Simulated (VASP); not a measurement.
VASP ran on this input.

INCAR:
```
SYSTEM = CoSi2
PREC = Accurate; ENCUT = 520; LREAL = F
LASPH = T
EDIFF = 1E-7; NELM = 100; ALGO = Normal
LMAXMIX = 4; LMIXTAU = T
ISMEAR = 1; SIGMA = 0.1
METAGGA = R2SCAN
ISIF = 2
LWAVE = F; LCHARG = F
```

### KPOINTS
```
K-points
0
Gamma
 10 10 10
0 0 0
```

**POSCAR**
```
CoSi2
1
    0.0000000000     2.6296784412     2.6296784412
    2.6296784412     0.0000000000     2.6296784412
    2.6296784412     2.6296784412     0.0000000000
Co Si
1 2
Direct
  0.0000000000   0.0000000000   0.0000000000
  0.2500000000   0.2500000000   0.2500000000
  0.7500000000   0.7500000000   0.7500000000
```

POTCAR, in this order: Co Si (PBE.64 set). Program: vasp_std.

Question: Write an equivalent input for Ansatz.

Answer: One equivalent input (not run):
Ansatz 0.2 input:
```yaml
crystal:
  lattice:
    - [0.0000000, 2.6296784, 2.6296784]
    - [2.6296784, 0.0000000, 2.6296784]
    - [2.6296784, 2.6296784, 0.0000000]
  atoms:
    - { symbol: Co, position: [0.0000000, 0.0000000, 0.0000000] }
    - { symbol: Si, position: [0.2500000, 0.2500000, 0.2500000] }
    - { symbol: Si, position: [0.7500000, 0.7500000, 0.7500000] }
kpoints:
  mp_grid: { grid: [10, 10, 10] }
hamiltonian:
  xc: r2scan
  pseudopotentials: { kind: paw }
scf:
  occupations: { method: methfessel_paxton, width: 0.1 }
  max_iter: 100
output: { forces: true, stress: true, eigenvalues: true }
```
Limits of the translation: each code has its own PAW files, so the cut-off isn't converted (ENCUT is set for VASP's; basis.ecutwfc is left out, and Ansatz then takes the one that its files recommend); Ansatz stops its SCF on the density residual and VASP on the energy change (EDIFF).

The compound is CoSi2 in the fluorite structure. This cell is one point of a volume scan, at 0.97 of the reference volume.
